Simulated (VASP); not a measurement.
Wanted: the native input for a VASP 6.6.1 run.

- Task: relaxation of cell and atoms
- Functional: PBE
- Potentials or basis: VASP PAW PBE potentials, release 64 (W_sv)
- Cutoff: 520 eV
- k mesh: 18 × 18 × 18
- Occupations: gaussian, width 0.1 eV
- Spin: no spin polarisation
- Further INCAR settings: ALGO = Normal; EDIFF = 1e-07; IBRION = 2; EDIFFG = -0.15; NSW = 80; ISIF = 3

The structure of W lies in POSCAR:

```
W
1.0
   -1.5823450000      1.5823450000      1.5823450000
    1.5823450000     -1.5823450000      1.5823450000
    1.5823450000      1.5823450000     -1.5823450000
W
1
Direct
    0.0000000000      0.0000000000      0.0000000000
```

The input as run:

INCAR

```
SYSTEM = W
PREC = Accurate ; ENCUT = 520
EDIFF = 1E-7 ; ISMEAR = 0
SIGMA = 0.1 ; LREAL = .FALSE.
LASPH = .TRUE. ; NELM = 100
ALGO = Normal ; ISIF = 3
LWAVE = .FALSE. ; LCHARG = .FALSE.
GGA = PE ; IBRION = 2
NSW = 80 ; EDIFFG = -0.15
```

KPOINTS

```
Automatic mesh
0
G
  18 18 18
  0 0 0
```

Potentials or basis: VASP PAW PBE potentials, release 64 (W_sv).

The run is started by

```console
$ cat potpaw_PBE.64/W_sv/POTCAR > POTCAR
$ mpirun -np 1 vasp_std > vasp.out
```

It gave:

```yaml
Relaxed_volume: 16.17 Å³/atom
Relaxed_cell: a = 2.759 Å, b = 2.759 Å, c = 2.759 Å, α = 109.47°, β = 109.47°, γ = 109.47°
Space_group_after_relaxing_to_0.05_Å: Im-3m (No. 229)
Energy_gained_by_relaxing: 5.9 meV/atom
Ionic_steps: 3
Pressure_after_relaxing: -0.2 GPa
Band_gap_on_the_k_mesh: none (metal or under the smearing width)
```

It took 2.1 min on 1 thread of AMD EPYC 7R43 64-Core Processor (Zen 3) (shared host), peak memory 0.12 GiB.
